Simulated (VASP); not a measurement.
Calculation: r2SCAN meta-GGA, VASP's PBE PAW potentials (set 64) (plane waves; VASP).

The input files of a VASP run:

### POSCAR
```
Si
1
    2.6189935966    -0.0000000256    -0.0000000000
   -1.3094963430     2.2681152274     0.0000000000
    0.0000000000     0.0000000000     4.6054220055
Si
2
Direct
  0.3333330000   0.6666670000   0.2500000000
  0.6666670000   0.3333330000   0.7500000000
```

File KPOINTS:
```
K-points
0
gamma
  14 14 7
0 0 0
```

### INCAR
```
LMIXTAU = .True.
ENCUT = 400   # plane-wave cut-off (eV)
METAGGA = R2SCAN
IBRION = 2   # conjugate gradients
ALGO = Normal
EDIFFG = -0.01   # ionic stop
ISIF = 3   # ions, shape and volume
ISMEAR = 1
LCHARG = .False.
SYSTEM = Si
NSW = 60
LWAVE = .False.
NELM = 100
PREC = Accurate
EDIFF = 1E-6   # SCF stop (eV)
SIGMA = 0.1   # width (eV)
LASPH = .True.
LREAL = .False.   # projection in real space or not
```

POTCAR, in this order: Si (PBE.64 set). Program: vasp_std.

The run wrote:

**OSZICAR**
```
       N       E                     dE             d eps       ncg     rms          rms(c)
DAV:   1    -0.365269039180E+01   -0.36527E+01   -0.32652E+03  1536   0.715E+02
DAV:   2    -0.170666206569E+02   -0.13414E+02   -0.13130E+02  2328   0.741E+01
DAV:   3    -0.171994710961E+02   -0.13285E+00   -0.13210E+00  1992   0.914E+00
DAV:   4    -0.172001531644E+02   -0.68207E-03   -0.67577E-03  2328   0.488E-01
DAV:   5    -0.172001534727E+02   -0.30828E-06   -0.30960E-06  2064   0.977E-03    0.535E+00
DAV:   6    -0.161319376165E+02    0.10682E+01   -0.10736E-01  1952   0.245E+00    0.344E+00
DAV:   7    -0.161147551199E+02    0.17182E-01   -0.84790E-02  1704   0.231E+00    0.389E-01
DAV:   8    -0.161319134204E+02   -0.17158E-01   -0.38101E-02  1672   0.152E+00    0.463E-02
DAV:   9    -0.161346989776E+02   -0.27856E-02   -0.83724E-03  1736   0.696E-01    0.391E-02
DAV:  10    -0.161345154619E+02    0.18352E-03   -0.46829E-04  2168   0.198E-01    0.241E-02
DAV:  11    -0.161347391893E+02   -0.22373E-03   -0.11099E-04  1968   0.972E-02    0.183E-02
DAV:  12    -0.161347646613E+02   -0.25472E-04   -0.73024E-06  2032   0.244E-02    0.102E-02
DAV:  13    -0.161347768226E+02   -0.12161E-04   -0.17876E-05  1648   0.467E-02    0.311E-03
DAV:  14    -0.161347771793E+02   -0.35673E-06   -0.58405E-07  1144   0.988E-03
   1 F= -.16134777E+02 E0= -.16134611E+02  d E =-.161348E+02
       N       E                     dE             d eps       ncg     rms          rms(c)
DAV:   1    -0.161373955397E+02   -0.26187E-02   -0.64143E-02  2048   0.153E+00    0.155E-01
DAV:   2    -0.161370511979E+02    0.34434E-03   -0.96243E-04  1848   0.272E-01    0.921E-02
DAV:   3    -0.161367429818E+02    0.30822E-03   -0.71375E-04  1920   0.176E-01    0.746E-03
DAV:   4    -0.161367454647E+02   -0.24828E-05   -0.61500E-05  1632   0.726E-02    0.587E-03
DAV:   5    -0.161367437287E+02    0.17359E-05   -0.46997E-06  1816   0.215E-02    0.324E-03
DAV:   6    -0.161367447191E+02   -0.99038E-06   -0.41839E-06  1720   0.199E-02
   2 F= -.16136745E+02 E0= -.16136878E+02  d E =-.196754E-02
       N       E                     dE             d eps       ncg     rms          rms(c)
DAV:   1    -0.161367441228E+02   -0.39406E-06   -0.19569E-06  1768   0.991E-03    0.890E-04
DAV:   2    -0.161367441689E+02   -0.46147E-07   -0.56086E-08   816   0.269E-03
   3 F= -.16136744E+02 E0= -.16136879E+02  d E =-.196699E-02
       N       E                     dE             d eps       ncg     rms          rms(c)
DAV:   1    -0.161368214661E+02   -0.77343E-04   -0.48739E-03  2056   0.412E-01    0.677E-02
DAV:   2    -0.161368367308E+02   -0.15265E-04   -0.61555E-05  1784   0.678E-02    0.431E-02
DAV:   3    -0.161368268572E+02    0.98736E-05   -0.29950E-05  2016   0.460E-02    0.157E-02
DAV:   4    -0.161368266826E+02    0.17457E-06   -0.11449E-06  1112   0.101E-02
   4 F= -.16136827E+02 E0= -.16136995E+02  d E =-.825137E-04
       N       E                     dE             d eps       ncg     rms          rms(c)
DAV:   1    -0.161368460773E+02   -0.19220E-04   -0.42634E-04  2040   0.122E-01    0.230E-02
DAV:   2    -0.161368459866E+02    0.90660E-07   -0.71588E-06  1768   0.253E-02
   5 F= -.16136846E+02 E0= -.16137008E+02  d E =-.101818E-03
       N       E                     dE             d eps       ncg     rms          rms(c)
DAV:   1    -0.161368580474E+02   -0.11970E-04   -0.10893E-03  2016   0.200E-01    0.256E-02
DAV:   2    -0.161368545348E+02    0.35125E-05   -0.21396E-05  1752   0.409E-02    0.183E-02
DAV:   3    -0.161368509442E+02    0.35906E-05   -0.13667E-05  1960   0.321E-02    0.251E-03
DAV:   4    -0.161368508487E+02    0.95579E-07   -0.32124E-06  1568   0.243E-02
   6 F= -.16136851E+02 E0= -.16136990E+02  d E =-.486207E-05
       N       E                     dE             d eps       ncg     rms          rms(c)
DAV:   1    -0.161368632352E+02   -0.12291E-04   -0.24914E-04  2024   0.961E-02    0.120E-02
DAV:   2    -0.161368629462E+02    0.28898E-06   -0.51499E-06  1768   0.231E-02
   7 F= -.16136863E+02 E0= -.16137012E+02  d E =-.169597E-04
```

OUTCAR:
```
------------------------ aborting loop because EDIFF is reached ----------------------------------------
  FORCE on cell =-STRESS in cart. coord.  units (eV):
  Direction    XX          YY          ZZ          XY          YZ          ZX
  --------------------------------------------------------------------------------------
  Total        0.0040966      0.0040966     -0.0040539      0.0000000     -0.0000000      0.0000000
  in kB        0.2403155      0.2403155     -0.2378093      0.0000000     -0.0000000      0.0000000
  external PRESSURE =       0.0809406 kB  Pullay stress =       0.0000000 kB
  volume of cell :       27.31
      direct lattice vectors                 reciprocal lattice vectors
     2.626785134 -0.000000024  0.000000000     0.380693492  0.219793390  0.000000000
    -1.313392109  2.274862898 -0.000000000     0.000000004  0.439586933  0.000000000
     0.000000000 -0.000000000  4.570636950     0.000000000  0.000000000  0.218787887
 POSITION                                       TOTAL-FORCE (eV/Angst)
 -----------------------------------------------------------------------------------
     -0.00000      1.51658      1.14266         0.000000     -0.000000     -0.000000
      1.31339      0.75829      3.42798        -0.000000      0.000000      0.000000
 -----------------------------------------------------------------------------------
    total drift:                               -0.000014      0.000002     -0.000001
  FREE ENERGIE OF THE ION-ELECTRON SYSTEM (eV)
  ---------------------------------------------------
  free  energy   TOTEN  =       -16.1368629462 eV

  energy  without entropy=      -16.1373106920  energy(sigma->0) =      -16.13701219

 reached required accuracy - stopping structural energy minimisation
```
(Selected blocks of OUTCAR.)

### CONTCAR
```
Si
   1.00000000000000
     2.6267851336215009   -0.0000000241958814    0.0000000000000000
    -1.3133921088742679    2.2748628977174432   -0.0000000000000000
     0.0000000000000000   -0.0000000000000000    4.5706369500874153
  Si
     2
Direct
     0.3333330000000032    0.6666669999999968    0.2500000000000000
     0.6666669999999968    0.3333330000000032    0.7500000000000000
```

File OUTCAR:
```
 val. band max:       11.0215449891   @ k =   0.2857   0.2143   0.4286

 cond. band min:      11.0748031279   @ k =   0.3571   0.2857   0.1429


 Fermi energy:        11.0449993150

 k-point     1 :       0.0000    0.0000    0.0000
  band No.  band energies     occupation
      1      -4.9519      2.00000
      2       1.8303      2.00000
      3       2.8324      2.00000
      4      21.4268      0.00000
      5      21.4268      0.00000
      6      21.9491      0.00000
      7      22.1196      0.00000
      8      22.4888      0.00000

 k-point     2 :       0.0714    0.0000    0.0000
  band No.  band energies     occupation
      1      -4.7996      2.00000
      2       1.9795      2.00000
      3       2.9771      2.00000
      4      19.1118      0.00000
      5      20.1741      0.00000
      6      21.5821      0.00000
      7      21.9775      0.00000
      8      23.4475      0.00000

 k-point     3 :       0.1429    0.0000    0.0000
  band No.  band energies     occupation
      1      -4.3434      2.00000
      2       2.4257      2.00000
      3       3.4110      2.00000
      4      15.9212      0.00000
      5      18.7555      0.00000
      6      20.7189      0.00000
      7      21.5322      0.00000
      8      21.7608      0.00000

 k-point     4 :       0.2143    0.0000    0.0000
  band No.  band energies     occupation
      1      -3.5853      2.00000
      2       3.1640      2.00000
      3       4.1329      2.00000
      4      12.7873     -0.00000
      5      17.5747      0.00000
      6      18.7076      0.00000
      7      19.7698      0.00000
      8      19.9331      0.00000

 k-point     5 :       0.2857    0.0000    0.0000
  band No.  band energies     occupation
      1      -2.5287      2.00000
      2       4.1833      2.00000
      3       5.1395      2.00000
      4       9.8469      2.00000
      5      15.9928      0.00000
      6      16.6525      0.00000
      7      17.2461      0.00000
...
```

The structure was generated: Si was put into the hcp type (P6_3/mmc), which need not be its known phase. This run relaxes it. Symmetry was kept, so distortions that lower it aren't found. The start is the result of an earlier pass.
